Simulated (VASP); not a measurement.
An input for Quantum ESPRESSO's pw.x (written as the equivalent of a VASP run, and not itself run):

```
&CONTROL
  calculation = 'vc-relax'
  pseudo_dir = './pseudo'
  outdir = './out'
  tprnfor = .true.
  tstress = .true.
  nstep = 40
  forc_conv_thr = 0.00078
/
&SYSTEM
  ibrav = 0
  nat = 1
  ntyp = 1
  ecutwfc = 48
  occupations = 'smearing'
  smearing = 'methfessel-paxton'
  degauss = 0.00735
  input_dft = 'pz'
/
&ELECTRONS
  conv_thr = 7.3e-08
  electron_maxstep = 100
/
&IONS
/
&CELL
  press = 450
/
ATOMIC_SPECIES
  Cs 132.905 Cs.upf
CELL_PARAMETERS angstrom
    -1.8415143    1.8415143    1.8415143
     1.8415143   -1.8415143    1.8415143
     1.8415143    1.8415143   -1.8415143
ATOMIC_POSITIONS crystal
  Cs   0.0000000  0.0000000  0.0000000
K_POINTS automatic
  14 14 14 0 0 0
```

Question: Write the VASP files for the same calculation (LDA).

Answer: One answer among several that fit: 
File POSCAR:
```
Cs
1.0
 -1.8415143133   1.8415143133   1.8415143133
  1.8415143133  -1.8415143133   1.8415143133
  1.8415143133   1.8415143133  -1.8415143133
Cs
1
direct
  0.0000000000   0.0000000000   0.0000000000
```

**INCAR**
```
SYSTEM = Cs
PREC = Accurate
ENCUT = 500
EDIFF = 1E-6
NELM = 100
ALGO = Normal
LREAL = .FALSE.
LASPH = .TRUE.
ISMEAR = 1
SIGMA = 0.1
LMAXMIX = 4
LWAVE = .FALSE.
LCHARG = .FALSE.
IBRION = 2
ISIF = 3
NSW = 40
EDIFFG = -0.02
PSTRESS = 450
```

**KPOINTS**
```
Automatic mesh
0
Gamma
14 14 14
0 0 0
```

POTCAR, in this order: Cs_sv (LDA.64 set). Program: vasp_std.

What does not carry over: the potentials are each code's own (VASP's PAW set, PseudoDojo norm-conserving files in pw.x), so ENCUT and ecutwfc are chosen apart and not converted; conv_thr bounds pw.x's estimated SCF error, while EDIFF bounds the energy change between steps; forc_conv_thr acts on force components and is met together with etot_conv_thr.

The compound is Cs in the bcc structure. This run relaxes it under an external pressure of 45 GPa. Symmetry was kept, so distortions that lower it aren't found.
